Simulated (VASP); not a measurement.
Level of theory: rev-vdW-DF2, VASP's PBE PAW potentials (set 64) (plane waves; VASP).

The input files of a VASP run:

**KPOINTS**
```
Automatic
0
Gamma
9 9 2
```

INCAR:
```
! general
SYSTEM   = WSe2
PREC     = Accurate
ENCUT    = 520   ! plane-wave cut-off (eV)
LREAL    = .FALSE.
LASPH    = .TRUE.   ! aspherical one-centre terms

! electronic loop
EDIFF    = 1E-7
NELM     = 100   ! most electronic steps
ALGO     = Normal
LMAXMIX  = 6   ! l cut-off of mixed one-centre charges

! smearing
ISMEAR   = -5

! functional
GGA      = MK
LUSE_VDW = .TRUE.
AGGAC    = 0.0
PARAM1   = 0.1234568
PARAM2   = 0.7114
ZAB_VDW  = -1.8867

! ions
ISIF     = 2   ! forces and stress, cell fixed

! output
LWAVE    = .FALSE.
LCHARG   = .TRUE.
LORBIT   = 11   ! lm-projected
NEDOS    = 601

! other
LEFG     = .TRUE.
```

File POSCAR:
```
WSe2
1
    1.6510384917    -2.8596822218     0.0000000000
    1.6510384917     2.8596822218     0.0000000000
    0.0000000000     0.0000000000    13.0706756607
W Se
2 4
Direct
  0.3333330000   0.6666670000   0.2500000000
  0.6666670000   0.3333330000   0.7500000000
  0.3333330000   0.6666670000   0.8791194177
  0.6666670000   0.3333330000   0.3791194177
  0.6666670000   0.3333330000   0.1208805823
  0.3333330000   0.6666670000   0.6208805823
```

POTCAR, in this order: W_sv Se (PBE.64 set). Program: vasp_std.

Question: What will the output report for the number of irreducible k-points (NKPTS), largest plane-wave count, number of space-group operations, FFT grid (NGX, NGY, NGZ)?

Answer: 
| Property | Value |
|---|---|
| number of irreducible k-points (NKPTS) | 24 |
| largest plane-wave count | 3360 |
| number of space-group operations | 24 |
| FFT grid (NGX, NGY, NGZ) | 28 × 28 × 98 |

The compound is WSe2 in the 2H layered structure. It was relaxed first.
